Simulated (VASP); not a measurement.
# HfB (Fm-3m) in VASP: further runs, part 2 of 2

VASP 6.6.1.

## 4. Phonons, PBEsol

Contents of POSCAR:

```
HfB
1.0
    0.0000000000      2.3100000000      2.3100000000
    2.3100000000      0.0000000000      2.3100000000
    2.3100000000      2.3100000000      0.0000000000
Hf B
1 1
Direct
    0.5000000000      0.5000000000      0.5000000000
    0.0000000000      0.0000000000      0.0000000000
```

Contents of INCAR.step1:

```
SYSTEM = HfB
PREC = Accurate ; ENCUT = 600
EDIFF = 1E-8 ; ISMEAR = 0
SIGMA = 0.02 ; LREAL = .FALSE.
LASPH = .TRUE. ; NELM = 100
ALGO = Normal ; ISIF = 3
LWAVE = .FALSE. ; LCHARG = .FALSE.
GGA = PS ; IBRION = 2
NSW = 40 ; EDIFFG = -0.002
```

Contents of INCAR.step2:

```
SYSTEM = HfB
PREC = Accurate ; ENCUT = 600
EDIFF = 1E-8 ; ISMEAR = 0
SIGMA = 0.02 ; LREAL = .FALSE.
LASPH = .TRUE. ; NELM = 100
ALGO = Normal ; ISIF = 2
LWAVE = .FALSE. ; LCHARG = .FALSE.
GGA = PS ; IBRION = 8
NSW = 1
```

Contents of KPOINTS:

```
regular mesh
0
G
  7 7 7
  0 0 0
```

Potentials or basis: VASP PAW PBE potentials, release 64 (Hf_pv, B).

Command:

```console
$ cat potpaw_PBE.64/Hf_pv/POTCAR potpaw_PBE.64/B/POTCAR > POTCAR
$ cp INCAR.step1 INCAR
$ mpirun -np 1 vasp_std > vasp.out
$ cp CONTCAR POSCAR
$ cp INCAR.step2 INCAR
$ mpirun -np 1 vasp_std > vasp.out
```

OUTCAR:

```text
SYSTEM = HfB
   PREC = Accurate
   ENCUT = 600
   EDIFF = 1E-8
   ISMEAR = 0
   LREAL = .FALSE.
   LASPH = .TRUE.
   NELM = 100
   ISIF = 2
   GGA = PS
   IBRION = 8
   NSW = 1

 ion  position               nearest neighbor table
   1  0.500  0.500  0.500-   2 2.40   2 2.40   2 2.40   2 2.40   2 2.40   2 2.40
   2  0.000  0.000  0.000-   1 2.40   1 2.40   1 2.40   1 2.40   1 2.40   1 2.40

  LATTYP: Found a face centered cubic cell.
 ALAT       =     4.7913743780
[... 513 lines left out ...]
               1X          1Y          1Z          2X          2Y          2Z
  1X    -8.244769    0.000000    0.000000    8.244769    0.000000    0.000000
  1Y     0.000000   -8.244769    0.000000    0.000000    8.244769    0.000000
  1Z     0.000000    0.000000   -8.244769    0.000000    0.000000    8.244769
  2X     8.246541    0.000000    0.000000   -8.246541    0.000000    0.000000
  2Y     0.000000    8.246541    0.000000    0.000000   -8.246541    0.000000
  2Z     0.000000    0.000000    8.246541    0.000000    0.000000   -8.246541

 Eigenvectors and eigenvalues of the dynamical matrix
 ----------------------------------------------------

   1 f  =   14.061140 THz    88.348751 2PiTHz  469.029156 cm-1    58.152178 meV
             X         Y         Z           dx          dy          dz
      2.395687  2.395687  2.395687     0.000000   -0.238953    0.000000
      0.000000  0.000000  0.000000     0.000000    0.971031   -0.000000
[... 21 lines left out ...]
   6 f/i=    0.000351 THz     0.002203 2PiTHz    0.011696 cm-1     0.001450 meV
             X         Y         Z           dx          dy          dz
      2.395687  2.395687  2.395687     0.011325    0.194005    0.951386
      0.000000  0.000000  0.000000     0.002787    0.047741    0.234119

--------------------------------------------------------------------------------------------------------

 ELASTIC MODULI CONTR FROM IONIC RELAXATION (kBar)
 Direction    XX          YY          ZZ          XY          YZ          ZX
 --------------------------------------------------------------------------------
 XX           0.0000      0.0000      0.0000      0.0000      0.0000      0.0000
 YY           0.0000      0.0000      0.0000      0.0000      0.0000      0.0000
 ZZ           0.0000      0.0000      0.0000      0.0000      0.0000      0.0000
 XY           0.0000      0.0000      0.0000      0.0000      0.0000      0.0000
 YZ           0.0000      0.0000      0.0000      0.0000      0.0000      0.0000
 ZX           0.0000      0.0000      0.0000      0.0000      0.0000      0.0000
 --------------------------------------------------------------------------------
```

OUTCAR.step1:

```text
SYSTEM = HfB
   PREC = Accurate
   ENCUT = 600
   EDIFF = 1E-8
   ISMEAR = 0
   LREAL = .FALSE.
   LASPH = .TRUE.
   NELM = 100
   ISIF = 3
   GGA = PS
   IBRION = 2
   NSW = 40
   EDIFFG = -0.002
[... 385 lines left out ...]

 k-point     1 :       0.0000    0.0000    0.0000
  band No.  band energies     occupation
      1     -24.5024      2.00000
      2     -24.5024      2.00000
      3     -24.5024      2.00000
      4      -4.8783      2.00000
      5       6.3559      0.00000
      6       6.3559      0.00000
      7       6.3559      0.00000
      8       8.0178      0.00000
      9       8.0178      0.00000
     10       8.0178      0.00000
[... 274 lines left out ...]
  FREE ENERGIE OF THE ION-ELECTRON SYSTEM (eV)
  ---------------------------------------------------
  free  energy   TOTEN  =       -18.3838870499 eV

  energy  without entropy=      -18.3837475685  energy(sigma->0) =      -18.38381731

 reached required accuracy - stopping structural energy minimisation
```

It took 77 s on 1 thread of AMD EPYC 9R45 (Zen 5), shared host; peak memory 0.16 GiB.

Results:

| Item | Value |
| --- | --- |
| Relaxed volume | 13.75 Å³/atom |
| Relaxed cell | a = 3.388 Å, b = 3.388 Å, c = 3.388 Å, α = 60.00°, β = 60.00°, γ = 60.00° |
| Space group after relaxing (to 0.05 Å) | Fm-3m (No. 225) |
| Highest phonon frequency at Γ, LO-TO splitting left out | 469 cm⁻¹ |

Step by step:
```tsv
step	energy change (eV)	largest force (eV/Å)	pressure (GPa)	volume (Å³)
1	0.0000	0.0000	24.37	24.65
2	0.1234	0.0000	-20.18	31.97
3	-0.1967	0.0000	-0.60	27.59
4	-0.1969	0.0000	-0.06	27.51
5	-0.1968	0.0000	0.33	27.45
6	-0.1968	0.0000	0.32	27.45
7	-0.1968	0.0000	0.29	27.46
8	-0.1968	0.0000	0.29	27.46
9	-0.1968	0.0000	0.29	27.46
10	-0.1968	0.0000	0.29	27.46
11	-0.1968	0.0000	0.29	27.46
12	-0.1968	0.0000	0.28	27.46
13	-0.1968	0.0000	0.27	27.46
14	-0.1968	0.0000	0.24	27.46
15	-0.1968	0.0000	0.19	27.47
16	-0.1969	0.0000	0.08	27.49
17	-0.1968	0.0000	-0.13	27.52
18	-0.1969	0.0000	0.00	27.50
```

Final structure:
```
CELL_PARAMETERS angstrom
0.00000 2.39569 2.39569
2.39569 0.00000 2.39569
2.39569 2.39569 0.00000
ATOMIC_POSITIONS crystal
Hf 0.50000 0.50000 0.50000
B 0.00000 0.00000 0.00000
```

Phonon frequencies in cm⁻¹ (negative: imaginary):
| q point | frequencies |
| --- | --- |
| (0.000, 0.000, 0.000) | 0 0 0 469 469 469 |

Caveat: the PAW data sets were made with another functional, which shifts forces and pressure a little.

## 5. Elastic constants, PBEsol

POSCAR is that of step 4.

Contents of INCAR.step1:

```
  ALGO = Normal
  EDIFF = 1E-8
  EDIFFG = -0.002
  ENCUT = 600
  GGA = PS
  IBRION = 2
  ISIF = 3
  ISMEAR = 0
  LASPH = T
  LCHARG = F
  LREAL = F
  LWAVE = F
  NELM = 60
  NSW = 40
  PREC = Accurate
  SIGMA = 0.02
```

Contents of INCAR.step2:

```
  ALGO = Normal
  EDIFF = 1E-8
  ENCUT = 600
  GGA = PS
  IBRION = 6
  ISIF = 3
  ISMEAR = 0
  LASPH = T
  LCHARG = F
  LREAL = F
  LWAVE = F
  NELM = 60
  NFREE = 2
  NSW = 1
  POTIM = 0.015
  PREC = Accurate
  SIGMA = 0.02
```

Contents of KPOINTS:

```
k-points
0
Gamma
  7 7 7
```

Potentials or basis: VASP PAW PBE potentials, release 64 (Hf_pv, B).

Command:

```console
$ cat potpaw_PBE.64/Hf_pv/POTCAR potpaw_PBE.64/B/POTCAR > POTCAR
$ cp INCAR.step1 INCAR
$ mpirun -np 1 vasp_std > vasp.out
$ cp CONTCAR POSCAR
$ cp INCAR.step2 INCAR
$ mpirun -np 1 vasp_std > vasp.out
```

OUTCAR:

```text
EDIFF = 1E-8
   ENCUT = 600
   GGA = PS
   IBRION = 6
   ISIF = 3
   ISMEAR = 0
   LASPH = T
   LREAL = F
   NELM = 60
   NFREE = 2
   NSW = 1
   POTIM = 0.015
   PREC = Accurate

 ion  position               nearest neighbor table
   1  0.500  0.500  0.500-   2 2.40   2 2.40   2 2.40   2 2.40   2 2.40   2 2.40
   2  0.000  0.000  0.000-   1 2.40   1 2.40   1 2.40   1 2.40   1 2.40   1 2.40

  LATTYP: Found a face centered cubic cell.
 ALAT       =     4.7913743780

  Lattice vectors:

 A1 = (   0.0000000000,   2.3956871890,   2.3956871890)
 A2 = (   2.3956871890,   0.0000000000,   2.3956871890)
 A3 = (   2.3956871890,   2.3956871890,   0.0000000000)

[... 732 lines left out ...]
  --------------------------------------------------------------------------------
  x     0.00000     0.00000     0.00000     0.00000     0.00000     0.00000
  y     0.00000     0.00000     0.00000     0.00000     0.00000     0.00000
  z     0.00000     0.00000     0.00000     0.00000     0.00000     0.00000

 INTERNAL STRAIN TENSOR FOR ION    2 for displacements in x,y,z  (eV/Angst):
          X           Y           Z          XY          YZ          ZX
  --------------------------------------------------------------------------------
  x     0.00000     0.00000     0.00000     0.00000     0.00000     0.00000
  y     0.00000     0.00000     0.00000     0.00000     0.00000     0.00000
  z     0.00000     0.00000     0.00000     0.00000     0.00000     0.00000

 Eigenvectors and eigenvalues of the dynamical matrix
 ----------------------------------------------------

   1 f  =   14.071224 THz    88.412108 2PiTHz  469.365509 cm-1    58.193880 meV
             X         Y         Z           dx          dy          dz
      2.395687  2.395687  2.395687    -0.125622    0.203297   -0.000000
      0.000000  0.000000  0.000000     0.510432   -0.826044    0.000000
[... 21 lines left out ...]
   6 f/i=    0.000006 THz     0.000039 2PiTHz    0.000209 cm-1     0.000026 meV
             X         Y         Z           dx          dy          dz
      2.395687  2.395687  2.395687     0.011783    0.267113   -0.933489
      0.000000  0.000000  0.000000     0.002900    0.065739   -0.229740

--------------------------------------------------------------------------------------------------------

 ELASTIC MODULI CONTR FROM IONIC RELAXATION (kBar)
 Direction    XX          YY          ZZ          XY          YZ          ZX
 --------------------------------------------------------------------------------
 XX           0.0000      0.0000      0.0000      0.0000      0.0000      0.0000
 YY           0.0000      0.0000      0.0000      0.0000      0.0000      0.0000
 ZZ           0.0000      0.0000      0.0000      0.0000      0.0000      0.0000
 XY           0.0000      0.0000      0.0000      0.0000      0.0000      0.0000
 YZ           0.0000      0.0000      0.0000      0.0000      0.0000      0.0000
 ZX           0.0000      0.0000      0.0000      0.0000      0.0000      0.0000
 --------------------------------------------------------------------------------

 TOTAL ELASTIC MODULI (kBar)
 Direction    XX          YY          ZZ          XY          YZ          ZX
 --------------------------------------------------------------------------------
 XX        4205.7225    602.3747    602.3747     -0.0000     -0.0000      0.0000
 YY         602.3747   4205.7225    602.3747     -0.0000      0.0000      0.0000
 ZZ         602.3747    602.3747   4205.7225      0.0000     -0.0000     -0.0000
 XY          -0.0000     -0.0000      0.0000    359.2576      0.0000      0.0000
 YZ          -0.0000      0.0000     -0.0000      0.0000    359.2576      0.0000
 ZX           0.0000      0.0000     -0.0000      0.0000      0.0000    359.2576
 --------------------------------------------------------------------------------
```

It took 2.6 min on 1 thread of AMD EPYC 9R45 (Zen 5), shared host; peak memory 0.18 GiB.

What came out:

```yaml
Relaxed_volume: 13.75 Å³/atom
Relaxed_cell: a = 3.388 Å, b = 3.388 Å, c = 3.388 Å, α = 60.00°, β = 60.00°, γ = 60.00°
Space_group_after_relaxing_to_0.05_Å: Fm-3m (No. 225)
Elastic_constants_C11_C12_C44: 421, 60, 36 GPa
Voigt_bulk_modulus: 180 GPa
Highest_phonon_frequency_at_Γ_LO-TO_splitting_left_out: 469 cm⁻¹
```

The path:
```tsv
step	energy change (eV)	largest force (eV/Å)	pressure (GPa)	volume (Å³)
1	0.0000	0.0000	24.37	24.65
2	0.1234	0.0000	-20.18	31.97
3	-0.1967	0.0000	-0.60	27.59
4	-0.1969	0.0000	-0.06	27.51
5	-0.1968	0.0000	0.33	27.45
6	-0.1968	0.0000	0.32	27.45
7	-0.1968	0.0000	0.29	27.46
8	-0.1968	0.0000	0.29	27.46
9	-0.1968	0.0000	0.29	27.46
10	-0.1968	0.0000	0.29	27.46
11	-0.1968	0.0000	0.29	27.46
12	-0.1968	0.0000	0.28	27.46
13	-0.1968	0.0000	0.27	27.46
14	-0.1968	0.0000	0.24	27.46
15	-0.1968	0.0000	0.19	27.47
16	-0.1969	0.0000	0.08	27.49
17	-0.1968	0.0000	-0.13	27.52
18	-0.1969	0.0000	0.00	27.50
```

Final structure:
```
Hf B
1.0
     0.00000    2.39569    2.39569
     2.39569    0.00000    2.39569
     2.39569    2.39569    0.00000
Hf B
1 1
Direct
  0.50000 0.50000 0.50000
  0.00000 0.00000 0.00000
```

Phonon frequencies in cm⁻¹ (negative: imaginary):
```csv
q point,frequencies
"(0.000, 0.000, 0.000)",0 0 0 469 469 469
```

Elastic tensor in Voigt notation (GPa, in the Cartesian axes of the cell as first typed):
```
421  60  60   0   0   0
 60 421  60   0   0   0
 60  60 421   0   0   0
  0   0   0  36   0   0
  0   0   0   0  36   0
  0   0   0   0   0  36
```

Clamped-ion elastic tensor (GPa):
```
421  60  60   0   0   0
 60 421  60   0   0   0
 60  60 421   0   0   0
  0   0   0  36   0   0
  0   0   0   0  36   0
  0   0   0   0   0  36
```

Caveat: the PAW data sets were made with another functional, which shifts forces and pressure a little. Spin-orbit coupling is left out, which matters for the levels of Hf.

## 6. The runs side by side

| task | cell | k mesh | cutoff (eV) | ions in elastic constants | gap on the mesh (eV) | pressure (GPa) |
| --- | --- | --- | --- | --- | --- | --- |
| electric field gradients | as given | 10 × 10 × 10 | 520 | - | none | 24.1 |
| core levels | as given | 10 × 10 × 10 | 520 | - | none | 24.1 |
| phonons | relaxed | 7 × 7 × 7 | 600 | - | - | - |
| elastic constants | relaxed | 7 × 7 × 7 | 600 | relaxed | - | - |

Alike in all rows: level PBEsol; potentials or basis VASP PAW PBE potentials, release 64 (Hf_pv, B); no spin polarisation; smearing gaussian 0.02 eV.

Caveats: so large a pressure means that the cell lies far from this level's equilibrium, or that cutoff or potentials fall short (some runs); the potentials were made for another functional, which shifts forces and pressure (some runs); the PAW data sets were made with another functional, which shifts forces and pressure a little (some runs).

Absolute energies hang on the potentials; compare differences alone.
